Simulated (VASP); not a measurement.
VASP input:

**POSCAR**
```
MoSi2
1.0
 -1.6050000000   1.6050000000   3.9250000000
  1.6050000000  -1.6050000000   3.9250000000
  1.6050000000   1.6050000000  -3.9250000000
Si Mo
2 1
Cart
  0.0366582000  -0.0185730600   5.1870052500
  0.0532667400   0.0376147800   2.6051088500
 -0.0899249400  -0.0190417200   0.0578859000
```

**INCAR**
```
ALGO=Normal
EDIFF=1E-6
ENCUT=300
GGA=PE
GGA_COMPAT=F
ISIF=2
ISMEAR=-1
LASPH=T
LCHARG=F
LMAXMIX=4
LNONCOLLINEAR=T
LORBIT=11
LREAL=F
LSORBIT=T
LWAVE=F
MAGMOM=0.0 0.0 0.0 0.0 0.0 0.0 0.0 0.0 0.0
NELM=100
PREC=Accurate
SIGMA=0.1
SYSTEM=MoSi2
```

KPOINTS:
```
Regular mesh
0
gamma
 5 5 7
0 0 0
```

POTCAR, in this order: Si Mo_sv (PBE.64 set). Program: vasp_ncl.

**Question.** Write an equivalent input for Ansatz.

**Answer.** One equivalent input (not run):
Ansatz 0.2 input:
```yaml
crystal:
  lattice:
    - [-1.6050000, 1.6050000, 3.9250000]
    - [1.6050000, -1.6050000, 3.9250000]
    - [1.6050000, 1.6050000, -3.9250000]
  atoms:
    - { symbol: Si, position: [0.6549790, 0.6721850, 0.0056340] }
    - { symbol: Si, position: [0.3435790, 0.3484550, 0.0283120] }
    - { symbol: Mo, position: [0.0014420, -0.0206400, -0.0339460] }
kpoints:
  mp_grid: { grid: [5, 5, 7] }
hamiltonian:
  xc: pbe
  pseudopotentials: { kind: paw }
magnetization: { noncollinear: true, spin_orbit: true }
scf:
  occupations: { method: fermi_dirac, width: 0.1 }
  max_iter: 100
output: { forces: true, stress: true, eigenvalues: true }
```
Limits of the translation: each code has its own PAW files, so the cut-off isn't converted (ENCUT is set for VASP's; basis.ecutwfc is left out, and Ansatz then takes the one that its files recommend); Ansatz stops its SCF on the density residual and VASP on the energy change (EDIFF).

The structure is a typed MoSi2 crystal. The cell was not relaxed at this level, atoms are displaced from their ideal sites. The k-mesh is coarse (spacing up to 0.42 per Å, 2π included), so the numbers may not be converged in it. The run is one of a series of settings (GGA_COMPAT = .FALSE., LNONCOLLINEAR = .TRUE., LSORBIT = .TRUE., MAGMOM = 0.0 0.0 0.0 0.0 0.0 0.0 0.0 0.0 0.0, program vasp_ncl against the base run), some of them coarse on purpose.
